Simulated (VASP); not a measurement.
Output of a VASP run:

OSZICAR:
```
       N       E                     dE             d eps       ncg     rms          rms(c)
DAV:   1     0.269070547787E+03    0.26907E+03   -0.19520E+04  1136   0.112E+03
DAV:   2     0.417629517213E+01   -0.26489E+03   -0.25788E+03  1152   0.349E+02
DAV:   3    -0.315245693506E+01   -0.73288E+01   -0.72848E+01  1244   0.663E+01
DAV:   4    -0.317949714690E+01   -0.27040E-01   -0.27028E-01  1176   0.302E+00
DAV:   5    -0.317959391139E+01   -0.96764E-04   -0.96761E-04  1220   0.168E-01    0.621E+00
DAV:   6    -0.302392320780E+01    0.15567E+00   -0.47246E-01  1176   0.644E+00    0.500E+00
DAV:   7    -0.301105193148E+01    0.12871E-01   -0.82522E-02  1172   0.221E+00    0.170E+00
DAV:   8    -0.301007533884E+01    0.97659E-03   -0.10286E-02  1168   0.110E+00    0.139E-01
DAV:   9    -0.301013069440E+01   -0.55356E-04   -0.24879E-05  1240   0.387E-02    0.564E-02
DAV:  10    -0.301020682509E+01   -0.76131E-04   -0.69010E-05  1156   0.669E-02    0.504E-03
DAV:  11    -0.301020659193E+01    0.23316E-06   -0.10756E-06   744   0.105E-02
   1 F= -.30102066E+01 E0= -.30056526E+01  d E =-.910789E-02
```

File OUTCAR:
```
------------------------ aborting loop because EDIFF is reached ----------------------------------------
  FORCE on cell =-STRESS in cart. coord.  units (eV):
  Direction    XX          YY          ZZ          XY          YZ          ZX
  --------------------------------------------------------------------------------------
  Total        0.0897103      0.0897102      0.1051793      0.0000000      0.0000000      0.0000000
  in kB        1.5909631      1.5909624      1.8652990      0.0000006      0.0000000      0.0000000
  external PRESSURE =       1.6824082 kB  Pullay stress =       0.0000000 kB
  volume of cell :       90.34
      direct lattice vectors                 reciprocal lattice vectors
     3.188704000  0.000000000  0.000000000     0.313607033  0.181061035  0.000000000
    -1.594351000  2.761498000  0.000000000     0.000000000  0.362122297  0.000000000
     0.000000000  0.000000000 10.259675000     0.000000000  0.000000000  0.097468974
 POSITION                                       TOTAL-FORCE (eV/Angst)
 -----------------------------------------------------------------------------------
      0.00000      0.00000      0.00000        -0.000000      0.000000      0.000000
      0.00000      0.00000      5.12984        -0.000000      0.000000      0.000000
     -0.00000      1.84100      2.56492        -0.000000      0.000000     -0.000000
      1.59435      0.92050      7.69476         0.000000     -0.000000     -0.000000
 -----------------------------------------------------------------------------------
    total drift:                                0.000000     -0.000000      0.000000
  FREE ENERGIE OF THE ION-ELECTRON SYSTEM (eV)
  ---------------------------------------------------
  free  energy   TOTEN  =        -3.0102065919 eV

  energy  without entropy=       -3.0010987014  energy(sigma->0) =       -3.00565265
```
(Selected blocks of OUTCAR.)

**POSCAR**
```
Cd
1
    3.1887040000     0.0000000000     0.0000000000
   -1.5943510000     2.7614980000     0.0000000000
    0.0000000000     0.0000000000    10.2596750000
Cd
4
Direct
  0.0000000000   0.0000000000   0.0000000000
  0.0000000000   0.0000000000   0.5000000000
  0.3333330000   0.6666670000   0.2500000000
  0.6666670000   0.3333330000   0.7500000000
```

Question: Reconstruct the remaining input files.

Answer: One answer among several that fit: the input of the run itself, PBE GGA, plane waves, VASP's PBE PAW potentials (set 64).

File KPOINTS:
```
Automatic mesh
0
Gamma
8 8 3
0 0 0
```

INCAR:
```
SYSTEM = Cd
PREC = Accurate; ENCUT = 300; LREAL = .FALSE.
LASPH = .TRUE.
EDIFF = 1E-6; NELM = 100; ALGO = Normal
LMAXMIX = 4
ISMEAR = 0; SIGMA = 0.1
GGA = PE
ISIF = 2
LWAVE = .FALSE.; LCHARG = .FALSE.
```

POTCAR, in this order: Cd (PBE.64 set). Program: vasp_std.

At this cut-off the stress carries a Pulay error, which pulls relaxed volumes low.

The structure was generated: Cd was put into an ordered model structure, which need not be its known phase. The cell was not relaxed at this level.
